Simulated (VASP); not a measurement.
Input:

```
CELL_PARAMETERS angstrom
      3.18285    -2.67837     0.00000
      3.18285     2.67837     0.00000
      0.00000     0.00000     5.39615
ATOMIC_POSITIONS crystal
  H  0.94581 0.05419 0.18301
  H  0.05419 0.94581 0.68301
  Br 0.75070 0.24930 0.99599
  Br 0.24930 0.75070 0.49599
```

Calculation: r2SCAN meta-GGA, VASP's PBE PAW potentials (set 64) (plane waves; VASP 6.6.1). Run with 400 eV cut-off, 6×6×5 Γ-centred mesh, tetrahedra with Blöchl corrections, potentials H Br.

Problem. Give the energies of bands 3 to 11 at the high-symmetry points, in eV from the valence-band maximum.

Solution. 
```json
[
 {"band": "3", "Γ": "-4.83", "Y": "-4.56", "F0": "-4.61", "Z": "-4.31", "B0": "-4.50", "T": "-4.48", "S": "-4.70", "R": "-4.68"},
 {"band": "4", "Γ": "-4.09", "Y": "-4.52", "F0": "-4.45", "Z": "-4.31", "B0": "-4.50", "T": "-4.48", "S": "-4.13", "R": "-4.68"},
 {"band": "5", "Γ": "-0.58", "Y": "-1.92", "F0": "-1.89", "Z": "-0.95", "B0": "-1.26", "T": "-1.28", "S": "-1.44", "R": "-0.93"},
 {"band": "6", "Γ": "-0.45", "Y": "-0.85", "F0": "-0.90", "Z": "-0.95", "B0": "-1.26", "T": "-1.28", "S": "-1.18", "R": "-0.93"},
 {"band": "7", "Γ": "-0.37", "Y": "-0.72", "F0": "-0.75", "Z": "-0.23", "B0": "-1.08", "T": "-1.14", "S": "-0.53", "R": "-0.29"},
 {"band": "8", "Γ": "0.00", "Y": "-0.48", "F0": "-0.47", "Z": "-0.23", "B0": "-1.08", "T": "-1.14", "S": "-0.46", "R": "-0.29"},
 {"band": "9", "Γ": "5.32", "Y": "5.59", "F0": "5.71", "Z": "7.43", "B0": "6.96", "T": "7.07", "S": "7.13", "R": "6.19"},
 {"band": "10", "Γ": "6.34", "Y": "5.82", "F0": "5.96", "Z": "7.43", "B0": "6.96", "T": "7.07", "S": "7.59", "R": "6.19"},
 {"band": "11", "Γ": "7.33", "Y": "7.36", "F0": "7.45", "Z": "8.53", "B0": "9.47", "T": "9.38", "S": "9.43", "R": "8.92"}
]
```

The gap is direct, 5.32 eV, from the valence maximum at Γ to the conduction minimum at Γ.

The structure comes from a measured HBr entry (Cmc2_1) of the Crystallography Open Database, whose conditions weren't checked. It was relaxed first.
